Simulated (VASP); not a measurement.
**MoS2: phonons with LDA**

The system is MoS2, a slab with vacuum.

```xyz
3
Lattice="3.1213 0.0000 0.0000 -1.5606 2.7031 0.0000 0.0000 0.0000 21.1303" Properties=species:S:1:pos:R:3 pbc="T T T"
S     0.0000    1.8021    9.0122
S     0.0000    1.8021   12.1181
Mo    1.5606    0.9010   10.5651
```

* Program: VASP 6.6.1
* Task: phonons
* Functional: LDA
* Potentials or basis: VASP PAW LDA potentials, release 64 (S, Mo_sv)
* Cutoff: 600 eV
* k mesh: 12 × 12 × 1
* Occupations: gaussian, width 0.03 eV
* Spin: no spin polarisation
* By perturbation theory: no
* Further INCAR settings: ALGO = Fast; EDIFF = 1e-08; IBRION = 6; POTIM = 0.015; NSW = 1

```json
{
 "Highest phonon frequency at Γ, LO-TO splitting left out": "478 cm⁻¹"
}
```

Phonon frequencies in cm⁻¹ (negative: imaginary):
```csv
q point,frequencies
"(0.000, 0.000, 0.000)",0 0 0 290 290 392 392 411 478
```

Wall time 22 min on 1 thread of Intel(R) Xeon(R) Platinum 8488C (Sapphire Rapids), on a shared host, peak memory 0.56 GiB.
